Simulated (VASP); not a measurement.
Computed with LDA (Ceperley-Alder, Perdew-Zunger), VASP's LDA PAW potentials (set 64) (plane waves; VASP).

The input files of a VASP run:

INCAR:
```
SYSTEM = TiO2
PREC = Accurate
ENCUT = 520
EDIFF = 1E-8
NELM = 100
ALGO = Normal
LREAL = .FALSE.
LASPH = .TRUE.
ISMEAR = 0
SIGMA = 0.01
LMAXMIX = 4
LWAVE = .FALSE.
LCHARG = .FALSE.
IBRION = 8
NSW = 1
LEPSILON = .TRUE.
```

### POSCAR
```
TiO2
1.0
  4.5535610722   0.0000000000   0.0000000000
  0.0000000000   4.5535610722   0.0000000000
  0.0000000000   0.0000000000   2.9236567589
Ti O
2 4
direct
  0.0000000000   0.0000000000   0.0000000000
  0.5000000000   0.5000000000   0.5000000000
  0.3039999614   0.3039999614   0.0000000000
  0.8039999614   0.1960000386   0.5000000000
  0.1960000386   0.8039999614   0.5000000000
  0.6960000386   0.6960000386   0.0000000000
```

File KPOINTS:
```
Automatic mesh
0
Gamma
6 6 9
0 0 0
```

POTCAR, in this order: Ti_sv O (LDA.64 set). Program: vasp_std.

What VASP printed:

OUTCAR:
```
 ion  position               nearest neighbor table
   1  0.000  0.000  0.000-   4 1.93   5 1.93   4 1.93   5 1.93   3 1.96   6 1.96
   2  0.500  0.500  0.500-   3 1.93   6 1.93   3 1.93   6 1.93   5 1.96   4 1.96
   3  0.304  0.304  0.000-   2 1.93   2 1.93   1 1.96
   4  0.804  0.196  0.500-   1 1.93   1 1.93   2 1.96
   5  0.196  0.804  0.500-   1 1.93   1 1.93   2 1.96
   6  0.696  0.696  0.000-   2 1.93   2 1.93   1 1.96
  LATTYP: Found a simple tetragonal cell.
 ALAT       =     4.5535610722
 C/A-ratio  =     0.6420594152
 Subroutine PRICEL returns:
 Original cell was already a primitive cell.
 Subroutine GETGRP returns: Found 16 space group operations
The static configuration has the point symmetry D_2h.
 The point group associated with its full space group is D_4h.
The dynamic configuration has the point symmetry D_2h.
 Subroutine INISYM returns: Found 16 space group operations
 Subroutine IBZKPT returns following result:
 Found     50 irreducible k-points:

 Following reciprocal coordinates:
            Coordinates               Weight
  0.000000  0.000000  0.000000      1.000000
  0.166667  0.000000  0.000000      4.000000
  0.333333  0.000000  0.000000      4.000000
...
```

**OSZICAR**
```
...
RMM:   7    -0.783584961264E+00   -0.65950E-03   -0.19016E-04 12595   0.526E-02    0.414E-03
RMM:   8    -0.783532777566E+00    0.52184E-04   -0.79102E-05 13244   0.298E-02    0.791E-04
RMM:   9    -0.783543962756E+00   -0.11185E-04   -0.36288E-05 14186   0.174E-02    0.658E-04
RMM:  10    -0.783565530499E+00   -0.21568E-04   -0.37473E-05 13622   0.107E-02    0.254E-04
RMM:  11    -0.783564731793E+00    0.79871E-06   -0.23083E-05 14051   0.722E-03    0.194E-04
RMM:  12    -0.783563219017E+00    0.15128E-05    0.46132E-06 14248   0.512E-03    0.264E-04
RMM:  13    -0.783561873359E+00    0.13457E-05   -0.11175E-05 13224   0.392E-03    0.526E-04
RMM:  14    -0.783562530517E+00   -0.65716E-06   -0.54229E-06 13612   0.303E-03    0.484E-04
RMM:  15    -0.783566125791E+00   -0.35953E-05   -0.57487E-06 12200   0.277E-03    0.200E-04
RMM:  16    -0.783569936153E+00   -0.38104E-05   -0.31333E-06 12741   0.248E-03    0.246E-04
RMM:  17    -0.783570296488E+00   -0.36033E-06   -0.29167E-06 13047   0.187E-03    0.130E-04
RMM:  18    -0.783568833562E+00    0.14629E-05   -0.19392E-06 12867   0.165E-03    0.446E-05
RMM:  19    -0.783567977705E+00    0.85586E-06   -0.23533E-06 13617   0.143E-03    0.106E-04
RMM:  20    -0.783568007061E+00   -0.29356E-07   -0.19930E-06 13164   0.126E-03    0.745E-05
RMM:  21    -0.783568017829E+00   -0.10769E-07   -0.18276E-06 13777   0.115E-03    0.548E-05
RMM:  22    -0.783567971937E+00    0.45892E-07   -0.13489E-06 13443   0.106E-03    0.303E-05
RMM:  23    -0.783568161201E+00   -0.18926E-06   -0.13501E-06 14007   0.983E-04    0.186E-05
RMM:  24    -0.783568134994E+00    0.26207E-07   -0.11157E-06 14382   0.918E-04    0.170E-05
RMM:  25    -0.783568171410E+00   -0.36416E-07   -0.11289E-06 14432   0.867E-04    0.223E-05
RMM:  26    -0.783568375952E+00   -0.20454E-06   -0.95584E-07 13815   0.829E-04    0.244E-05
RMM:  27    -0.783568403952E+00   -0.28000E-07   -0.99878E-07 14591   0.795E-04    0.293E-05
RMM:  28    -0.783568384998E+00    0.18954E-07   -0.85577E-07 14302   0.767E-04    0.318E-05
RMM:  29    -0.783568415612E+00   -0.30614E-07   -0.71095E-07 14126   0.746E-04    0.320E-05
RMM:  30    -0.783568416332E+00   -0.72024E-09   -0.62770E-07 14026   0.727E-04    0.388E-05
RMM:  31    -0.783568430221E+00   -0.13889E-07   -0.54689E-07 14353   0.709E-04    0.443E-05
RMM:  32    -0.783568434279E+00   -0.40578E-08   -0.50873E-07 14551   0.694E-04    0.460E-05
RMM:  33    -0.783568431588E+00    0.26909E-08   -0.48854E-07 14310   0.682E-04    0.470E-05
RMM:  34    -0.783568434990E+00   -0.34022E-08   -0.44826E-07 14142   0.671E-04    0.482E-05
 Linear response progress:
  Degree of freedom:   2/  4
       N       E                     dE             d eps       ncg     rms          rms(c)
RMM:   1    -0.711847116367E+00   -0.71185E+00    0.97610E+00  3804   0.105E+02
RMM:   2    -0.683716314680E+00    0.28131E-01   -0.16294E-01  6198   0.299E+00    0.295E-01
RMM:   3    -0.681928933335E+00    0.17874E-02   -0.35494E-02  7304   0.882E-01    0.148E-01
RMM:   4    -0.681832397599E+00    0.96536E-04   -0.13191E-02  7713   0.427E-01    0.315E-02
RMM:   5    -0.682526102825E+00   -0.69371E-03   -0.16745E-03  8515   0.167E-01    0.165E-02
RMM:   6    -0.683171993446E+00   -0.64589E-03   -0.28626E-04  7920   0.659E-02    0.452E-03
RMM:   7    -0.683342785797E+00   -0.17079E-03   -0.11692E-04  8211   0.359E-02    0.139E-03
RMM:   8    -0.683347282021E+00   -0.44962E-05   -0.57164E-05  8415   0.208E-02    0.805E-04
RMM:   9    -0.683366718983E+00   -0.19437E-04   -0.28081E-05  8479   0.126E-02    0.463E-04
RMM:  10    -0.683369623057E+00   -0.29041E-05   -0.18747E-05  8607   0.838E-03    0.205E-04
RMM:  11    -0.683361907418E+00    0.77156E-05   -0.10397E-05  8671   0.591E-03    0.211E-04
RMM:  12    -0.683363140111E+00   -0.12327E-05   -0.84390E-06  8524   0.443E-03    0.212E-04
RMM:  13    -0.683364033126E+00   -0.89302E-06   -0.29207E-06  8523   0.350E-03    0.186E-04
 Linear response progress:
  Degree of freedom:   3/  4
       N       E                     dE             d eps       ncg     rms          rms(c)
RMM:   1    -0.383688558687E+00   -0.38369E+00    0.11585E-01 12460   0.347E+00
RMM:   2    -0.366415384297E+00    0.17273E-01   -0.25773E-02 10253   0.926E-01    0.263E-01
RMM:   3    -0.368330160461E+00   -0.19148E-02   -0.49732E-03 10826   0.423E-01    0.174E-01
RMM:   4    -0.369466834734E+00   -0.11367E-02   -0.16933E-03 12030   0.219E-01    0.736E-02
RMM:   5    -0.370164345659E+00   -0.69751E-03   -0.37641E-04 12273   0.121E-01    0.256E-02
RMM:   6    -0.370261498230E+00   -0.97153E-04   -0.13916E-04 13518   0.619E-02    0.147E-02
RMM:   7    -0.370258626422E+00    0.28718E-05    0.12941E-05 12779   0.345E-02    0.471E-03
RMM:   8    -0.370252097178E+00    0.65292E-05    0.20751E-05 13345   0.189E-02    0.233E-03
RMM:   9    -0.370251779908E+00    0.31727E-06    0.74245E-06 13661   0.102E-02    0.115E-03
RMM:  10    -0.370254744142E+00   -0.29642E-05    0.30319E-06 13395   0.600E-03    0.449E-04
RMM:  11    -0.370256049129E+00   -0.13050E-05    0.42046E-06 13671   0.354E-03    0.428E-04
RMM:  12    -0.370256455186E+00   -0.40606E-06    0.46369E-08 13259   0.224E-03    0.103E-04
RMM:  13    -0.370256598890E+00   -0.14370E-06   -0.48880E-07 13989   0.145E-03    0.798E-05
RMM:  14    -0.370256852426E+00   -0.25354E-06   -0.69890E-07 13271   0.101E-03    0.167E-04
RMM:  15    -0.370256711051E+00    0.14137E-06   -0.12399E-07 12978   0.807E-04    0.442E-05
RMM:  16    -0.370256740018E+00   -0.28967E-07   -0.61787E-07 13864   0.646E-04    0.935E-06
RMM:  17    -0.370256769959E+00   -0.29941E-07    0.37043E-10 13233   0.558E-04    0.472E-05
RMM:  18    -0.370256751046E+00    0.18913E-07   -0.13340E-07 13599   0.510E-04    0.291E-05
RMM:  19    -0.370256734018E+00    0.17027E-07   -0.58927E-09 13215   0.489E-04    0.102E-05
RMM:  20    -0.370256750989E+00   -0.16970E-07   -0.28802E-07 14000   0.471E-04    0.731E-06
RMM:  21    -0.370256743766E+00    0.72225E-08   -0.57676E-09 13455   0.462E-04    0.475E-06
 Linear response progress:
  Degree of freedom:   4/  4
       N       E                     dE             d eps       ncg     rms          rms(c)
RMM:   1    -0.368905593104E+00   -0.36891E+00    0.14253E-01 11431   0.356E+00
RMM:   2    -0.352596004556E+00    0.16310E-01   -0.28930E-02 10147   0.939E-01    0.213E-01
RMM:   3    -0.355150614288E+00   -0.25546E-02   -0.55838E-03 11331   0.364E-01    0.112E-01
RMM:   4    -0.357004603929E+00   -0.18540E-02   -0.15706E-03 11422   0.205E-01    0.315E-02
RMM:   5    -0.357356703780E+00   -0.35210E-03   -0.43827E-04 12700   0.835E-02    0.883E-03
RMM:   6    -0.357348527709E+00    0.81761E-05   -0.73905E-05 12356   0.344E-02    0.425E-03
RMM:   7    -0.357326105504E+00    0.22422E-04   -0.19152E-05 12523   0.171E-02    0.236E-03
RMM:   8    -0.357312455612E+00    0.13650E-04   -0.55387E-06 12367   0.891E-03    0.886E-04
RMM:   9    -0.357317020061E+00   -0.45644E-05   -0.77360E-06 12949   0.470E-03    0.434E-04
RMM:  10    -0.357317359425E+00   -0.33936E-06   -0.52099E-06 13125   0.261E-03    0.151E-04
RMM:  11    -0.357316608334E+00    0.75109E-06   -0.46307E-06 13131   0.153E-03    0.528E-05
RMM:  12    -0.357316347554E+00    0.26078E-06   -0.32180E-06 13077   0.960E-04    0.386E-05
RMM:  13    -0.357316277408E+00    0.70146E-07   -0.14138E-06 13112   0.668E-04    0.127E-05
RMM:  14    -0.357316199025E+00    0.78383E-07   -0.10038E-06 13271   0.522E-04    0.878E-06
RMM:  15    -0.357316213463E+00   -0.14438E-07   -0.47583E-07 13036   0.441E-04    0.101E-05
RMM:  16    -0.357316187785E+00    0.25678E-07   -0.27971E-07 13114   0.403E-04    0.478E-06
RMM:  17    -0.357316169336E+00    0.18449E-07   -0.10739E-07 13282   0.380E-04    0.319E-06
RMM:  18    -0.357316161771E+00    0.75653E-08   -0.61553E-08 13006   0.369E-04    0.261E-06
 Linear response finished
```

File OUTCAR:
```
------------------------ aborting loop because EDIFF is reached ----------------------------------------

 HEAD OF MICROSCOPIC STATIC DIELECTRIC TENSOR (INDEPENDENT PARTICLE, excluding Hartree and local field effects)
 ------------------------------------------------------
           7.826922     0.000000     0.000000
           0.000000     7.826922     0.000000
           0.000000     0.000000     9.153941
 ------------------------------------------------------

 MACROSCOPIC STATIC DIELECTRIC TENSOR (including local field effects in DFT)
 ------------------------------------------------------
           7.547766     0.000000     0.000000
           0.000000     7.547766     0.000000
           0.000000     0.000000     8.935414
 ------------------------------------------------------

 PIEZOELECTRIC TENSOR (including local field effects)  for field in x, y, z        (e  Angst)
          XX          YY          ZZ          XY          YZ          ZX
  --------------------------------------------------------------------------------
  x     0.00000     0.00000     0.00000     0.00000     0.00000     0.00000
  y     0.00000     0.00000     0.00000     0.00000     0.00000     0.00000
  z     0.00000     0.00000     0.00000     0.00000     0.00000     0.00000

 PIEZOELECTRIC TENSOR (including local field effects)  for field in x, y, z        (C/m^2)
          XX          YY          ZZ          XY          YZ          ZX
  --------------------------------------------------------------------------------
  x     0.00000     0.00000     0.00000     0.00000     0.00000     0.00000
  y     0.00000     0.00000     0.00000     0.00000     0.00000     0.00000
  z     0.00000     0.00000     0.00000     0.00000     0.00000     0.00000

 BORN EFFECTIVE CHARGES (including local field effects) (in |e|, cummulative output)
 ---------------------------------------------------------------------------------
 ion    1
    1     6.33590     1.01994     0.00000
    2     1.01994     6.33590     0.00000
    3     0.00000     0.00000     7.67435
 ion    2
    1     6.33590    -1.01994     0.00000
    2    -1.01994     6.33590     0.00000
    3     0.00000     0.00000     7.67435
 ion    3
    1    -3.16795    -1.80448     0.00000
    2    -1.80448    -3.16795     0.00000
    3     0.00000     0.00000    -3.83718
 ion    4
    1    -3.16795     1.80448     0.00000
    2     1.80448    -3.16795     0.00000
    3     0.00000     0.00000    -3.83718
 ion    5
    1    -3.16795     1.80448     0.00000
    2     1.80448    -3.16795     0.00000
    3     0.00000     0.00000    -3.83718
 ion    6
    1    -3.16795    -1.80448     0.00000
    2    -1.80448    -3.16795     0.00000
    3     0.00000     0.00000    -3.83718

   1 f  =   24.475906 THz   153.786652 2PiTHz  816.428341 cm-1   101.224168 meV
             X         Y         Z           dx          dy          dz
      0.000000  0.000000  0.000000    -0.000000    0.000000   -0.000000
      2.276781  2.276781  1.461828     0.000000    0.000000   -0.000000
      1.384282  1.384282  0.000000    -0.353553   -0.353553    0.000000
      3.661063  0.892498  1.461828     0.353553   -0.353553    0.000000
      0.892498  3.661063  1.461828    -0.353553    0.353553    0.000000
      3.169279  3.169279  0.000000     0.353553    0.353553    0.000000

   2 f  =   18.363338 THz   115.380257 2PiTHz  612.535031 cm-1    75.944631 meV
             X         Y         Z           dx          dy          dz
      0.000000  0.000000  0.000000    -0.000000   -0.000000   -0.000000
      2.276781  2.276781  1.461828     0.000000    0.000000    0.000000
      1.384282  1.384282  0.000000     0.353553    0.353553   -0.000000
      3.661063  0.892498  1.461828     0.353553   -0.353553   -0.000000
      0.892498  3.661063  1.461828    -0.353553    0.353553    0.000000
      3.169279  3.169279  0.000000    -0.353553   -0.353553   -0.000000

   3 f  =   14.687459 THz    92.284029 2PiTHz  489.920909 cm-1    60.742424 meV
             X         Y         Z           dx          dy          dz
      0.000000  0.000000  0.000000    -0.481711    0.267808    0.000000
      2.276781  2.276781  1.461828     0.406317   -0.069060    0.000000
      1.384282  1.384282  0.000000    -0.295531    0.038572   -0.000000
      3.661063  0.892498  1.461828     0.360701   -0.210366   -0.000000
      0.892498  3.661063  1.461828     0.360701   -0.210366    0.000000
      3.169279  3.169279  0.000000    -0.295531    0.038572    0.000000

   4 f  =   14.687459 THz    92.284029 2PiTHz  489.920909 cm-1    60.742424 meV
             X         Y         Z           dx          dy          dz
      0.000000  0.000000  0.000000    -0.069060   -0.406317   -0.000000
      2.276781  2.276781  1.461828     0.267808    0.481711    0.000000
      1.384282  1.384282  0.000000    -0.210366   -0.360701   -0.000000
      3.661063  0.892498  1.461828     0.038572    0.295531    0.000000
      0.892498  3.661063  1.461828     0.038572    0.295531   -0.000000
      3.169279  3.169279  0.000000    -0.210366   -0.360701    0.000000

   5 f  =   13.924582 THz    87.490728 2PiTHz  464.474052 cm-1    57.587417 meV
             X         Y         Z           dx          dy          dz
      0.000000  0.000000  0.000000     0.000000    0.000000    0.000000
      2.276781  2.276781  1.461828    -0.000000   -0.000000    0.000000
      1.384282  1.384282  0.000000     0.000000    0.000000   -0.044350
      3.661063  0.892498  1.461828     0.000000   -0.000000    0.705715
      0.892498  3.661063  1.461828    -0.000000   -0.000000   -0.705715
      3.169279  3.169279  0.000000    -0.000000    0.000000    0.044350

   6 f  =   13.924582 THz    87.490728 2PiTHz  464.474052 cm-1    57.587417 meV
             X         Y         Z           dx          dy          dz
      0.000000  0.000000  0.000000     0.000000    0.000000   -0.000000
      2.276781  2.276781  1.461828    -0.000000   -0.000000   -0.000000
      1.384282  1.384282  0.000000    -0.000000    0.000000   -0.705715
      3.661063  0.892498  1.461828     0.000000    0.000000   -0.044350
      0.892498  3.661063  1.461828    -0.000000   -0.000000    0.044350
      3.169279  3.169279  0.000000     0.000000   -0.000000    0.705715
...
```
(Selected blocks of OUTCAR.)

The dielectric response may not be converged in the k-mesh; for small gaps it tends to come out too large.

The compound is TiO2 in the rutile structure. It was relaxed first.
